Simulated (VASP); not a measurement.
Method: PBE GGA, VASP's PBE PAW potentials (set 64) (plane waves; VASP 6.6.1).

A VASP calculation is set up with these files.

File POSCAR:
```
ZrC
1.0
  0.0000000000   2.3554802723   2.3554802723
  2.3554802723   0.0000000000   2.3554802723
  2.3554802723   2.3554802723   0.0000000000
Zr C
1 1
Cart
  0.0000000000   0.0000000000   0.0000000000
  2.3554802723   2.3554802723   2.3554802723
```

File KPOINTS:
```
k-points along high-symmetry lines
15
Line-mode
Reciprocal
  0.000000   0.000000   0.000000 ! GAMMA
  0.500000   0.000000   0.500000 ! X

  0.500000   0.000000   0.500000 ! X
  0.625000   0.250000   0.625000 ! U

  0.375000   0.375000   0.750000 ! K
  0.000000   0.000000   0.000000 ! GAMMA

  0.000000   0.000000   0.000000 ! GAMMA
  0.500000   0.500000   0.500000 ! L

  0.500000   0.500000   0.500000 ! L
  0.500000   0.250000   0.750000 ! W

  0.500000   0.250000   0.750000 ! W
  0.500000   0.000000   0.500000 ! X
```

### INCAR
```
# general
SYSTEM =ZrC
PREC   =Accurate
ENCUT  =520   # plane-wave cut-off (eV)
LREAL  =.FALSE.
LASPH  =.TRUE.
ICHARG =11   # fixed density

# electronic loop
EDIFF  =1E-7
NELM   =100   # most electronic steps
ALGO   =Normal
LMAXMIX=4   # l cut-off of mixed one-centre charges

# smearing
ISMEAR =0
SIGMA  =0.05   # width (eV)

# functional
GGA    =PE

# output
LWAVE  =.FALSE.
LCHARG =.FALSE.
LORBIT =11   # lm-projected
```

POTCAR, in this order: Zr_sv C (PBE.64 set). Program: vasp_std. Read from the step before: CHGCAR.

The run wrote:

File OSZICAR:
```
       N       E                     dE             d eps       ncg     rms          rms(c)
DAV:   1     0.109303470956E+03    0.10930E+03   -0.91266E+03  2160   0.135E+03
DAV:   2    -0.112562085014E+02   -0.12056E+03   -0.11516E+03  2512   0.334E+02
DAV:   3    -0.164839111699E+02   -0.52277E+01   -0.50035E+01  3492   0.590E+01
DAV:   4    -0.166296406395E+02   -0.14573E+00   -0.14550E+00  2584   0.893E+00
DAV:   5    -0.166341728921E+02   -0.45323E-02   -0.45316E-02  3264   0.122E+00
DAV:   6    -0.166342280500E+02   -0.55158E-04   -0.55156E-04  2592   0.135E-01
DAV:   7    -0.166342288254E+02   -0.77550E-06   -0.77547E-06  3264   0.134E-02
DAV:   8    -0.166342288304E+02   -0.49758E-08   -0.58402E-08  1820   0.136E-03
   1 F= -.16634229E+02 E0= -.16633256E+02  d E =-.194618E-02
```

OUTCAR:
```
 val. band max:        9.8300996064   @ k =   0.5536   0.1071   0.5536

 cond. band min:       9.8421222883   @ k =   0.5000   0.0536   0.5536



 k-point     1 :       0.0000    0.0000    0.0000
  band No.  band energies     occupation
      1     -38.5966      2.00000
      2     -16.3113      2.00000
      3     -16.3113      2.00000
      4     -16.3113      2.00000
      5      -1.7459      2.00000
      6      10.4707      0.00000
      7      10.4707      0.00000
      8      10.4707      0.00000
      9      10.6269      0.00000
     10      10.6269      0.00000
     11      10.6269      0.00000
     12      12.3280      0.00000

 k-point     2 :       0.0357    0.0000    0.0357
  band No.  band energies     occupation
      1     -38.5950      2.00000
      2     -16.3219      2.00000
      3     -16.3148      2.00000
      4     -16.3148      2.00000
      5      -1.7074      2.00000
      6      10.0472      0.00000
      7      10.1605      0.00000
      8      10.1605      0.00000
      9      10.5716      0.00000
     10      10.9934      0.00000
     11      10.9934      0.00000
     12      12.3450      0.00000

 k-point     3 :       0.0714    0.0000    0.0714
  band No.  band energies     occupation
      1     -38.5902      2.00000
      2     -16.3530      2.00000
      3     -16.3252      2.00000
      4     -16.3252      2.00000
      5      -1.5954      2.00000
      6       9.2582      2.00000
      7       9.8438      0.76568
      8       9.8438      0.76567
      9      10.4143      0.00000
     10      11.4765      0.00000
     11      11.4765      0.00000
     12      12.3953      0.00000

 k-point     4 :       0.1071    0.0000    0.1071
  band No.  band energies     occupation
      1     -38.5824      2.00000
      2     -16.4021      2.00000
      3     -16.3418      2.00000
      4     -16.3418      2.00000
      5      -1.4197      2.00000
      6       8.4434      2.00000
      7       9.5875      2.00000
...
```

The density is held fixed in this step, so its total energy and stress have no physical meaning.

The compound is ZrC in the rock salt structure. It was relaxed first.
